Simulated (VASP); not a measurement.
Calculation: PBE GGA, VASP's PBE PAW potentials (set 64) (plane waves; VASP).

The input files of a VASP run:

**KPOINTS**
```
Automatic mesh
0
Gamma
10 10 10
0 0 0
```

INCAR:
```
! general
SYSTEM =HfN
PREC   =Accurate
ENCUT  =520   ! plane-wave cut-off (eV)
LREAL  =F   ! projection in real space or not
LASPH  =T   ! aspherical one-centre terms

! electronic loop
EDIFF  =1E-6   ! SCF stop (eV)
NELM   =100
ALGO   =Normal
LMAXMIX=6   ! l cut-off of mixed one-centre charges

! smearing
ISMEAR =1
SIGMA  =0.1

! functional
GGA    =PE   ! PBE

! ions
ISIF   =2   ! forces and stress, cell fixed

! output
LWAVE  =F
LCHARG =F
```

### POSCAR
```
HfN
1
    0.0000000000     2.3052000000     2.3052000000
    2.3052000000     0.0000000000     2.3052000000
    2.3052000000     2.3052000000     0.0000000000
Hf N
1 1
Direct
  0.0000000000   0.0000000000   0.0000000000
  0.5000000000   0.5000000000   0.5000000000
```

POTCAR, in this order: Hf_pv N (PBE.64 set). Program: vasp_std.

What VASP printed:

### OSZICAR
```
       N       E                     dE             d eps       ncg     rms          rms(c)
DAV:   1     0.364092275894E+02    0.36409E+02   -0.83024E+03  1034   0.128E+03
DAV:   2    -0.226815627474E+02   -0.59091E+02   -0.55954E+02  1408   0.247E+02
DAV:   3    -0.247156837153E+02   -0.20341E+01   -0.20203E+01  1318   0.398E+01
DAV:   4    -0.247316785699E+02   -0.15995E-01   -0.15973E-01  1262   0.374E+00
DAV:   5    -0.247319657245E+02   -0.28715E-03   -0.28711E-03  1343   0.353E-01    0.436E+01
DAV:   6    -0.218218121926E+02    0.29102E+01   -0.16327E+01  1192   0.278E+01    0.375E+01
DAV:   7    -0.217328626165E+02    0.88950E-01   -0.74335E-01  1157   0.778E+00    0.252E+01
DAV:   8    -0.217160442662E+02    0.16818E-01   -0.16916E-01  1157   0.391E+00    0.646E+00
DAV:   9    -0.217043120350E+02    0.11732E-01   -0.58836E-02  1219   0.178E+00    0.146E+00
DAV:  10    -0.217039491515E+02    0.36288E-03   -0.23886E-03  1232   0.452E-01    0.233E-01
DAV:  11    -0.217039651715E+02   -0.16020E-04   -0.11900E-04  1278   0.110E-01    0.390E-02
DAV:  12    -0.217039625845E+02    0.25870E-05   -0.15924E-05  1292   0.341E-02    0.345E-02
DAV:  13    -0.217039620818E+02    0.50266E-06   -0.10876E-06   658   0.103E-02
   1 F= -.21703962E+02 E0= -.21703711E+02  d E =-.751906E-03
```

### OUTCAR
```
------------------------ aborting loop because EDIFF is reached ----------------------------------------
  FORCE on cell =-STRESS in cart. coord.  units (eV):
  Direction    XX          YY          ZZ          XY          YZ          ZX
  --------------------------------------------------------------------------------------
  Total       -1.8427866     -1.8427866     -1.8427866      0.0000000     -0.0000000      0.0000000
  in kB     -120.5118620   -120.5118620   -120.5118620      0.0000000     -0.0000000      0.0000000
  external PRESSURE =    -120.5118620 kB  Pullay stress =       0.0000000 kB
  volume of cell :       24.50
      direct lattice vectors                 reciprocal lattice vectors
     0.000000000  2.305200000  2.305200000    -0.216900920  0.216900920  0.216900920
     2.305200000  0.000000000  2.305200000     0.216900920 -0.216900920  0.216900920
     2.305200000  2.305200000  0.000000000     0.216900920  0.216900920 -0.216900920
 POSITION                                       TOTAL-FORCE (eV/Angst)
 -----------------------------------------------------------------------------------
      0.00000      0.00000      0.00000        -0.000000     -0.000000     -0.000000
      2.30520      2.30520      2.30520         0.000000      0.000000      0.000000
 -----------------------------------------------------------------------------------
    total drift:                                0.000000     -0.000000     -0.000000
  FREE ENERGIE OF THE ION-ELECTRON SYSTEM (eV)
  ---------------------------------------------------
  free  energy   TOTEN  =       -21.7039620818 eV

  energy  without entropy=      -21.7032101757  energy(sigma->0) =      -21.70371145
```
(Selected blocks of OUTCAR.)

The compound is HfN in the rock salt structure. The cell was not relaxed at this level. The electron count is odd and the run is not spin-polarised, which forces a metal.
